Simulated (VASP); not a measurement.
Wanted: the native input for a VASP 6.6.1 run.

* Task: single point
* Functional: LDA
* Potentials or basis: VASP PAW LDA potentials, release 64 (Fe, Cl)
* Cutoff: 520 eV
* k mesh: 4 × 4 × 4
* Occupations: gaussian, width 0.05 eV
* Spin: no spin polarisation
* Hubbard terms: Fe d U = 7.0 eV
* Dipole correction: no
* Further INCAR settings: ALGO = Normal; EDIFF = 1e-06; NBANDS = 22

The structure of FeCl3 lies in POSCAR:

```
FeCl3
1.0
    4.9425175000      0.0000000000      0.0000000000
    0.0000000000      4.9425175000      0.0000000000
    0.0000000000      0.0000000000      4.9425175000
Fe Cl
1 3
Direct
    0.0000000000      0.0000000000      0.0000000000
    0.5000000000      0.0000000000      0.0000000000
    0.0000000000      0.0000000000      0.5000000000
    0.0000000000      0.5000000000      0.0000000000
```

The cell comes from a database or a generator and needn't be the stable form of this composition.

The input as run:

INCAR

```
SYSTEM = FeCl3
ALGO     = Normal         ! electronic algorithm
EDIFF    = 1E-6           ! SCF threshold, eV
ENCUT    = 520            ! plane-wave cutoff, eV
ISIF     = 2              ! what is computed and relaxed
ISMEAR   = 0              ! smearing method
LASPH    = .TRUE.         ! aspherical terms in the spheres
LCHARG   = .FALSE.        ! write CHGCAR
LDAU     = .TRUE.         ! DFT+U
LDAUJ    = 0 0          
LDAUL    = 2 -1           ! shell
LDAUPRINT= 1            
LDAUTYPE = 2            
LDAUU    = 7 0            ! U, eV
LMAXMIX  = 4              ! l up to which the mixer works
LREAL    = .FALSE.        ! projectors in reciprocal space
LWAVE    = .FALSE.        ! write WAVECAR
NBANDS   = 22             ! bands
NELM     = 150            ! most SCF steps
PREC     = Accurate       ! precision mode
SIGMA    = 0.05           ! smearing width, eV
```

KPOINTS

```
k-points
0
G
  4 4 4
  0 0 0
```

Potentials or basis: VASP PAW LDA potentials, release 64 (Fe, Cl).

Command:

```bash
$ cat potpaw_LDA.64/Fe/POTCAR potpaw_LDA.64/Cl/POTCAR > POTCAR
$ mpirun -np 1 vasp_std > vasp.out
```

It gave:

```
Pressure               : -6.5 GPa
Band gap on the k mesh : none (metal or under the smearing width)
```

Caveat: an odd number of electrons without spin polarisation forces a metal; a magnetic or distorted state may lie lower; the run has no spin polarisation, though such a crystal can be magnetic; U without spin polarisation on a metal has little footing.

Run time: 26 s on 1 thread of Intel(R) Xeon(R) Platinum 8488C (Sapphire Rapids), with other jobs on the host, peak memory 0.2 GiB.
